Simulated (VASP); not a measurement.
Data:

```xyz
4
Lattice="1.6616 -4.6284 0.0000 1.6616 4.6284 0.0000 0.0000 0.0000 3.3654" Properties=species:S:1:pos:R:3 pbc="T T T"
P      1.6616     3.5256     3.2672
P      1.6616     1.1028     1.5845
P      1.6616    -1.1028     1.7809
P      1.6616    -3.5256     0.0982
```

Computed with PBEsol GGA, VASP's PBE PAW potentials (set 64) (plane waves; VASP). Numerical set-up: 500 eV cut-off, 10×10×9 Γ-centred mesh, first-order Methfessel-Paxton smearing of 0.10 eV, potentials P.

Without a dispersion term in the relaxation, distances and binding between the weakly bound layers, chains or molecules are unreliable, and so is what depends on them.

Q: Predict the energy per atom (σ→0), pressure, band gap (on the k-mesh) with the smallest direct gap where there is one.

A: 
```
Item                                                        Result
------------------------  ----------------------------------------
band gap (on the k-mesh)  none (metal, semimetal or under 0.01 eV)
energy per atom (σ→0)                               -5.541 eV/atom
pressure                                                 19.98 GPa
```

The absolute energy has meaning only against runs of the same code, potentials and settings.

The compound is P in the black structure. It was relaxed first under an external pressure of 20 GPa.
